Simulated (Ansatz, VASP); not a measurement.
# Two plane-wave programs on RePb2

```
Re Pb
1.0
    -1.60244    1.60244    7.30678
     1.60244   -1.60244    7.30678
     1.60244    1.60244   -7.30678
Re Pb
1 2
Direct
  0.00000 0.00000 0.00000
  0.63312 0.63312 0.00000
  0.36688 0.36688 0.00000
```

Alike in both runs: functional PBE; k mesh 6 × 6 × 6; occupations gaussian, width 0.1 eV; no spin polarisation.

Ansatz relaxed the structure, and its values are those at the end. VASP's run is a single point on that final structure, the one shown.

```csv
,VASP,Ansatz
version,VASP 6.6.1,Ansatz 0.2.0
potentials or method,"VASP PAW PBE potentials, release 64 (Re, Pb_d)","scalar-relativistic, plane waves, PAW"
plane-wave cutoff (eV),520,420
valence electrons in the cell,35,43
```

|  | VASP | Ansatz | Ansatz less VASP |
| --- | --- | --- | --- |
| gap on the k mesh at the Fermi level (eV) | none | none | - |
| pressure (GPa) | -0.1 | 0.0 | +0.14 |
| rms of the force components (eV/Å) | 0.006 | 0.001 | -0.0052 |

A gap of «none» marks a metal or a gap that the smearing closes. The two sets of potentials don't hold the same shells in valence.

Caveats: the k mesh is coarse (spacing up to 0.46 Å⁻¹), so the values aren't converged. The runs have no spin-orbit coupling, so splittings on Pb, Re are missing.
